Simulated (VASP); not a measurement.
**2H-MoSSe under blue phosphorene, AC: relaxation and electronic structure**

Aim: model 2H-MoSSe under blue phosphorene, AC by a slab and find how far its highest filled level lies below the vacuum.

Method: LDA, no spin polarisation; plane waves and PAW (Se, Mo, S, P), in VASP 6.6.1.

## Step 1: The structure

The cell holds 5 atoms: 1 Se, 1 Mo, 1 S and 2 P. Its edges and angles: a = 3.265 Å, b = 3.265 Å, c = 25.733 Å, α = 90.0°, β = 90.0°, γ = 120.0°. Vacuum lies along c.

As a file:

```xyz
5
Lattice="3.2650 0.0000 0.0000 -1.6325 2.8276 0.0000 0.0000 0.0000 25.7331" Properties=species:S:1:pos:R:3
Se    0.0000    1.8850    9.0000
Mo    0.0000    0.0000   10.8084
S     0.0000    1.8850   12.3931
P     0.0000    1.8850   15.4931
P     0.0000    0.0000   16.7331
```

## Step 2: Relaxing the slab

The sheet's cell relaxes in its plane with the atoms, while the vacuum is kept.

Input file INCAR:

```
SYSTEM = MoP2SeS
PREC = Normal
ENCUT = 400
EDIFF = 1E-05
NELM = 120
ISMEAR = -1
SIGMA = 0.05
LREAL = .FALSE.
ALGO = Fast
GGA = CA
NBANDS = 20
LASPH = .TRUE.
LORBIT = 11
LWAVE = .FALSE.
LCHARG = .FALSE.
KPAR = 2
IBRION = 2
NSW = 40
ISIF = 3
EDIFFG = -0.02
POTIM = 0.4
IDIPOL = 3
LDIPOL = .TRUE.
DIPOL = 0.5 0.5 0.501
LATTICE_CONSTRAINTS = .TRUE. .TRUE. .FALSE.
```

Input file POSCAR:

```
MoP2SeS
1.0
    3.2650000000      0.0000000000      0.0000000000
   -1.6325000000      2.8275729434      0.0000000000
    0.0000000000      0.0000000000     25.7330713782
Se Mo S P
1 1 1 2
Direct
    0.3333333333      0.6666666667      0.3497444929
    0.0000000000      0.0000000000      0.4200208093
    0.3333333333      0.6666666667      0.4816009405
    0.3333333333      0.6666666667      0.6020684881
    0.0000000000      0.0000000000      0.6502555071
```

Input file KPOINTS:

```
Automatic mesh
0
Gamma
12 12 1
0 0 0
```

PAW data sets: Se, Mo, S and P (LDA family, release 64).

On the command line:

```sh
$ mpirun -np 2 vasp_std
```

Output:

```text
[banner, memory and clock lines left out]
running    2 mpi-ranks, on    1 nodes
 distrk:  each k-point on    1 cores,    2 groups
 distr:  one band on    1 cores,    1 groups

 POSCAR found type information on POSCAR SeMoS P
 POSCAR found :  4 types and       5 ions
 LDA part: xc-table for (Slater(with rela. corr.)+CA(PZ))
 , standard interpolation
 POSCAR, INCAR and KPOINTS ok, starting setup
 FFT: planning ... GRIDC
 FFT: planning ... GRID_SOFT
 FFT: planning ... GRID
 WAVECAR not read
 entering main loop
       N       E                     dE             d eps       ncg     rms          rms(c)
DAV:   1     0.167362270120E+03    0.16736E+03   -0.90114E+03   760   0.877E+02
DAV:   2    -0.172077823075E+02   -0.18457E+03   -0.17937E+03  1112   0.189E+02
DAV:   3    -0.359462385224E+02   -0.18738E+02   -0.18477E+02   916   0.690E+01
DAV:   4    -0.365326738910E+02   -0.58644E+00   -0.58278E+00  1124   0.136E+01
DAV:   5    -0.365455791576E+02   -0.12905E-01   -0.12897E-01  1096   0.199E+00    0.202E+01
RMM:   6    -0.354951852999E+02    0.10504E+01   -0.51925E+00   761   0.101E+01    0.760E+00
RMM:   7    -0.352487927454E+02    0.24639E+00   -0.18291E+00   761   0.645E+00    0.652E+00
RMM:   8    -0.349462370252E+02    0.30256E+00   -0.92106E-01   760   0.493E+00    0.137E+00
RMM:   9    -0.349432176223E+02    0.30194E-02   -0.16012E-01   804   0.204E+00    0.577E-01
RMM:  10    -0.349377309297E+02    0.54867E-02   -0.22629E-02   786   0.758E-01    0.164E-01
RMM:  11    -0.349378553598E+02   -0.12443E-03   -0.50328E-03   813   0.356E-01    0.108E-01
RMM:  12    -0.349380934806E+02   -0.23812E-03   -0.13162E-03   883   0.164E-01    0.501E-02
RMM:  13    -0.349382784906E+02   -0.18501E-03   -0.19061E-04   736   0.748E-02    0.271E-02
RMM:  14    -0.349383164041E+02   -0.37914E-04   -0.67759E-05   694   0.433E-02    0.137E-02
RMM:  15    -0.349384843651E+02   -0.16796E-03   -0.10903E-04   675   0.380E-02    0.169E-02
RMM:  16    -0.349384871075E+02   -0.27423E-05   -0.12820E-05   502   0.186E-02
   1 F= -.34938487E+02 E0= -.34938481E+02  d E =-.349385E+02
 curvature:   0.00 expect dE= 0.000E+00 dE for cont linesearch  0.000E+00
 trial: gam= 0.00000 g(F)=  0.325E+00 g(S)=  0.380E+00 ort = 0.000E+00 (trialstep = 0.100E+01)
 search vector abs. value=  0.705E+00
 bond charge predicted
       N       E                     dE             d eps       ncg     rms          rms(c)
DAV:   1    -0.355081974737E+02   -0.56971E+00   -0.31112E+01   760   0.302E+01    0.838E+00
RMM:   2    -0.353088397418E+02    0.19936E+00   -0.14368E+00   760   0.749E+00    0.464E+00
RMM:   3    -0.352227833040E+02    0.86056E-01   -0.41246E-01   765   0.394E+00    0.861E-01
RMM:   4    -0.352098111454E+02    0.12972E-01   -0.13142E-01   769   0.205E+00    0.125E+00
RMM:   5    -0.352034653399E+02    0.63458E-02   -0.23406E-02   779   0.933E-01    0.593E-01
RMM:   6    -0.352031092393E+02    0.35610E-03   -0.54133E-03   793   0.412E-01    0.157E-01
RMM:   7    -0.352030800899E+02    0.29149E-04   -0.14858E-03   813   0.206E-01    0.792E-02
RMM:   8    -0.352031027396E+02   -0.22650E-04   -0.59890E-04   784   0.119E-01    0.787E-02
RMM:   9    -0.352030746746E+02    0.28065E-04   -0.12107E-04   758   0.611E-02    0.298E-02
RMM:  10    -0.352030690868E+02    0.55877E-05   -0.48589E-05   677   0.367E-02
   2 F= -.35203069E+02 E0= -.35203068E+02  d E =-.264582E+00
[... from here on, the cycles between the ionic steps are left out ...]
   3 F= -.35229670E+02 E0= -.35229668E+02  d E =-.291182E+00
   4 F= -.35263232E+02 E0= -.35263231E+02  d E =-.335622E-01
   5 F= -.35265064E+02 E0= -.35265063E+02  d E =-.353940E-01
   6 F= -.35274176E+02 E0= -.35274175E+02  d E =-.911274E-02
   7 F= -.35274540E+02 E0= -.35274539E+02  d E =-.947675E-02
   8 F= -.35277684E+02 E0= -.35277683E+02  d E =-.314355E-02
   9 F= -.35279378E+02 E0= -.35279377E+02  d E =-.483784E-02
  10 F= -.35280554E+02 E0= -.35280553E+02  d E =-.117570E-02
  11 F= -.35283957E+02 E0= -.35283957E+02  d E =-.457920E-02
  12 F= -.35290197E+02 E0= -.35290196E+02  d E =-.108186E-01
  13 F= -.35300569E+02 E0= -.35300569E+02  d E =-.211909E-01
  14 F= -.35314339E+02 E0= -.35314339E+02  d E =-.349605E-01
  15 F= -.35320696E+02 E0= -.35320696E+02  d E =-.413181E-01
  16 F= -.35304344E+02 E0= -.35304344E+02  d E =0.163526E-01
  17 F= -.35325892E+02 E0= -.35325892E+02  d E =-.519567E-02
 curvature:  -1.33 expect dE=-0.224E-02 dE for cont linesearch -0.142E-06
 trial: gam= 0.08105 g(F)=  0.159E-02 g(S)=  0.977E-04 ort = 0.797E-04 (trialstep = 0.179E+01)
 search vector abs. value=  0.209E-02
 bond charge predicted
       N       E                     dE             d eps       ncg     rms          rms(c)
DAV:   1    -0.353277962040E+02   -0.19021E-02   -0.26118E-01   760   0.256E+00    0.307E-01
RMM:   2    -0.353274539515E+02    0.34225E-03   -0.98122E-03   762   0.612E-01    0.124E-01
RMM:   3    -0.353273499641E+02    0.10399E-03   -0.20254E-03   767   0.282E-01    0.116E-01
RMM:   4    -0.353272882637E+02    0.61700E-04   -0.48073E-04   772   0.138E-01    0.459E-02
RMM:   5    -0.353272919833E+02   -0.37196E-05   -0.19724E-04   761   0.772E-02    0.195E-02
RMM:   6    -0.353272916953E+02    0.28800E-06   -0.40983E-05   617   0.378E-02
  18 F= -.35327292E+02 E0= -.35327292E+02  d E =-.139978E-02
 trial-energy change:   -0.001400  1 .order   -0.001374   -0.003034    0.000287
 step:   1.6368(harm=  1.6368)  dis= 0.00696  next Energy=   -35.327278 (dE=-0.139E-02)
 reached required accuracy - stopping structural energy minimisation
```

Wall time 2.1 min (2 MPI ranks of AMD EPYC 9R14 (Zen 4), shared host); peak memory 0.38 GiB; 4.2 min of CPU time.

The logs omit lines about the potential files and the build; timing stands in the text.

Parts of OUTCAR (step 2):

```text
ion  position               nearest neighbor table
   1  0.333  0.667  0.350-   2 2.61   2 2.61   2 2.61
   2  0.000  0.000  0.420-   3 2.46   3 2.46   3 2.46   1 2.61   1 2.61   1 2.61
   3  0.333  0.667  0.482-   2 2.46   2 2.46   2 2.46
   4  0.333  0.667  0.602-   5 2.26   5 2.26   5 2.26
   5  0.000  0.000  0.650-   4 2.26   4 2.26   4 2.26

  LATTYP: Found a hexagonal cell.
 ALAT       =     3.2650000000
 C/A-ratio  =     7.8814919994

 Subroutine GETGRP returns: Found  6 space group operations
 (whereof  6 operations were pure point group operations)

The static configuration has the point symmetry C_3v.

 Found     19 irreducible k-points:

   k-points           NKPTS =     19   k-points in BZ     NKDIM =     19   number of bands    NBANDS=     20

   dimension x,y,z NGX =    16 NGY =   16 NGZ =  126
   dimension x,y,z NGXF=    32 NGYF=   32 NGZF=  252

   ENCUT  =  400.0 eV  29.40 Ry    5.42 a.u.   5.32  5.32 41.96*2*pi/ulx,y,z

   NELECT =      28.0000    total number of electrons

 k-points in reciprocal lattice and weights: Automatic mesh
   0.00000000  0.00000000  0.00000000       0.007
   0.08333333  0.00000000  0.00000000       0.042
   0.16666667  0.00000000  0.00000000       0.042
   0.25000000 -0.00000000  0.00000000       0.042
   0.33333333  0.00000000  0.00000000       0.042
   0.41666667 -0.00000000  0.00000000       0.042
   0.50000000 -0.00000000  0.00000000       0.021
   0.08333333  0.08333333  0.00000000       0.042
   0.16666667  0.08333333  0.00000000       0.083
[...]
0.33333333  0.25000000  0.00000000       0.083
   0.33333333  0.33333333  0.00000000       0.014

 dipolmoment           0.000000      0.000000      0.028015 electrons x Angstroem

 average (electrostatic) potential at core
       1 -65.4459       2 -44.7144       3 -92.9162       4 -90.6071       5 -90.6052

 E-fermi :  -0.4424

 k-point     1 :       0.0000    0.0000    0.0000
  band No.  band energies     occupation
    ...
     10      -2.4969      2.00000
     11      -2.2723      2.00000
     12      -1.4416      2.00000
     13      -1.4416      2.00000
     14      -1.1892      2.00000
     15       1.6864      0.00000
     16       1.6864      0.00000
     17       2.0573      0.00000
     18       2.0573      0.00000
     19       2.6079      0.00000
    ...

 k-point     2 :       0.0833    0.0000    0.0000
  band No.  band energies     occupation
    ...
     10      -2.4544      2.00000
     11      -2.3824      2.00000
     12      -2.1844      2.00000
     13      -1.7201      2.00000
     14      -1.2098      2.00000
     15       1.4857      0.00000
     16       1.6254      0.00000
     17       1.7759      0.00000
     18       1.9870      0.00000
     19       2.3053      0.00000
    ...

 k-point     3 :       0.1667    0.0000    0.0000
  band No.  band energies     occupation
    ...
     10      -2.8879      2.00000
     11      -2.4808      2.00000
     12      -2.3102      2.00000
     13      -2.0599      2.00000
     14      -1.3667      2.00000
     15       0.9124      0.00000
     16       1.3656      0.00000
     17       1.5200      0.00000
     18       1.5893      0.00000
     19       2.2729      0.00000
    ...

  Total       -0.0320476     -0.0320476     -0.0232924      0.0000000      0.0000000      0.0000000
  in kB       -0.2257516     -0.2257516     -0.1640774      0.0000000      0.0000000      0.0000000
  external PRESSURE =      -0.2051935 kB  Pullay stress =       0.0000000 kB

  energy-cutoff  :      400.00
  volume of cell :      227.44
      direct lattice vectors                 reciprocal lattice vectors
     3.194673263 -0.000000000  0.000000000     0.313021056  0.180722791  0.000000000
    -1.597336632  2.766668203  0.000000000     0.000000000  0.361445582  0.000000000
     0.000000000  0.000000000 25.733071378     0.000000000  0.000000000  0.038860499

 POSITION                                       TOTAL-FORCE (eV/Angst)
 -----------------------------------------------------------------------------------
     -0.00000      1.84445      8.88427         0.000000     -0.000000     -0.011403
      1.59734      2.76667     10.57250         0.000000     -0.000000      0.013686
     -0.00000      1.84445     12.09127         0.000000     -0.000000      0.001699
     -0.00000      1.84445     15.81912        -0.000000      0.000000      0.000519
      0.00000      0.00000     17.06048        -0.000000     -0.000000     -0.004501
 -----------------------------------------------------------------------------------
    total drift:                               -0.000003     -0.000004      0.003382

  FREE ENERGIE OF THE ION-ELECTRON SYSTEM (eV)
  ---------------------------------------------------
  free  energy   TOTEN  =       -35.3272916953 eV

  energy  without entropy=      -35.3272916479  energy(sigma->0) =      -35.32729167

 reached required accuracy - stopping structural energy minimisation

 vacuum level on the upper side and lower side of the slab         4.649         4.062

 total charge
# of ion       s       p       d       tot
------------------------------------------
    1        1.484   2.347   0.068   3.899
    2        0.418   0.594   4.453   5.465
    3        1.361   2.332   0.000   3.693
    4        1.098   1.381   0.000   2.479
    5        1.097   1.383   0.000   2.480
--------------------------------------------------
tot          5.458   8.038   4.521  18.017

[... 3 further parts left out ...]
```

This run has no spin polarisation, so a moment on Mo, if there is one, isn't seen. The gap is read on the k-mesh alone, so it is an upper bound where the band edges lie off the mesh. The data set Mo keeps the semicore shell frozen, which is cheaper and a little less accurate. The run keeps the 6 symmetry operations of its start, so it cannot find a distortion of lower symmetry.

Step by step:

```tsv
step	energy less that of the first step (eV)	largest force (eV/Å)	pressure (GPa)	volume (Å³)
1	0.0000	2.0427	-3.38	237.57
2	-0.2646	0.8088	2.06	219.71
3	-0.2912	0.5756	0.63	223.55
4	-0.3247	0.3248	0.49	225.68
5	-0.3266	0.4534	0.46	226.31
6	-0.3357	0.2015	0.30	228.39
7	-0.3361	0.2137	0.30	228.83
8	-0.3392	0.1952	0.30	228.79
9	-0.3409	0.3192	0.37	228.73
10	-0.3421	0.3171	0.36	228.69
11	-0.3455	0.3133	0.35	228.56
12	-0.3517	0.3050	0.36	228.32
13	-0.3621	0.2856	0.35	227.84
14	-0.3759	0.2477	0.35	226.87
15	-0.3822	0.2393	0.40	224.94
16	-0.3659	0.6045	-0.97	229.99
17	-0.3874	0.1507	-0.07	226.59
18	-0.3888	0.0137	-0.02	227.44
```

```tsv
cell as run	before	after	change
a (Å)	3.265	3.195	-2.2 %
b (Å)	3.265	3.195	-2.2 %
```

The atoms that moved most (Å, along periodic axes as changes of fractional coordinates times the final cell, across vacuum about the mean position):

```tsv
atom	dx	dy	dz	length
P5	0.000	0.000	0.327	0.327
P4	0.000	0.000	0.326	0.326
S3	0.000	0.000	-0.302	0.302
Mo2	0.000	0.000	-0.236	0.236
Se1	0.000	0.000	-0.116	0.116
```

The relaxed structure:

```
Se Mo S P
1.0
     3.19467    0.00000    0.00000
    -1.59734    2.76667    0.00000
     0.00000    0.00000   25.73307
Se Mo S P
1 1 1 2
Direct
  0.33333 0.66667 0.34525
  0.00000 0.00000 0.41085
  0.33333 0.66667 0.46987
  0.33333 0.66667 0.61474
  0.00000 0.00000 0.66298
```

This step gave:

```yaml
electronic_cycles: 139
electrons: 28
free_energy_toten: -35.33 eV
fermi_energy: -0.4424 eV
labelled_metallic_from_the_levels_on_this_mesh: no
dipole_moment: 0, 0, 0.02802 e·Å
gap_on_the_k_mesh: 1.522 eV
least_direct_gap_on_the_k_mesh: 1.679 eV
```

The run ended after 18 ionic steps, 0.389 eV below its first step, once forces and stress met EDIFFG = -0.02.

Only the dipole across the slab is computed (IDIPOL = 3); zeros along the plane are no results.

VASP counts the dipole in electrons times Å, so a positive number points the physical dipole along −c.

(Continued in part 2 of 3.)

[Lines on the potential files, build, host, timing and source positions are cut from VASP's logs without a mark.]

[Logs are printed without paths, hosts, clocks, repeated set-up lines and the standing remarks that a program may print on its own settings, such as how far it seeks lower states.]

[Hosts, paths, dates, database ids (printed as entryN), source tags and the programs' standing remarks are cut or masked in the printed files.]

[In band tables of VASP the shares of atoms and orbitals are scaled to a sum of 1 inside the atoms' spheres.]

[Runs that stopped without an error message from VASP are left out.]
